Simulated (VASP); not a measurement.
Given:

```
AlNi3
1.0
    3.51857     0.00000     0.00000
    0.00000     3.51857     0.00000
    0.00000     0.00000     3.51857
Al Ni
1 3
Direct
  0.00000   0.00000   0.00000
  0.00000   0.50000   0.50000
  0.50000   0.00000   0.50000
  0.50000   0.50000   0.00000
```
Starting moments (μB, in the order of the record's atoms Al Ni Ni Ni): 0.0 0.2 0.2 0.2.

Computed with PBEsol GGA, VASP's PBE PAW potentials (set 64) (plane waves; VASP 6.6.1). Settings: 480 eV cut-off, 8×8×8 Γ-centred mesh, first-order Methfessel-Paxton smearing of 0.10 eV, potentials Al Ni.

Each relaxation starts from this cell; other phases were not tried.

Task: The cell is relaxed at 10 GPa. What happens?

Result: The volume per atom goes from 10.89 to 10.43 Å³ (-4.2 %), and the cell becomes a = 3.4681 Å, b = 3.4681 Å, c = 3.4681 Å, α = 90.00°, β = 90.00°, γ = 90.00°, space group Pm-3m.

Task: The cell is relaxed at 15 GPa. What happens?

Result: The volume per atom goes from 10.89 to 10.22 Å³ (-6.2 %), and the cell becomes a = b = c = 3.444 Å, α = β = γ = 90.00°, space group Pm-3m.

Failed runs are left out, and for metals the shear rows, which the mesh's noise covers.

The compound is Ni3Al in the L1_2 structure. The spin order is the one that the start imposed; others were not tried in this run.
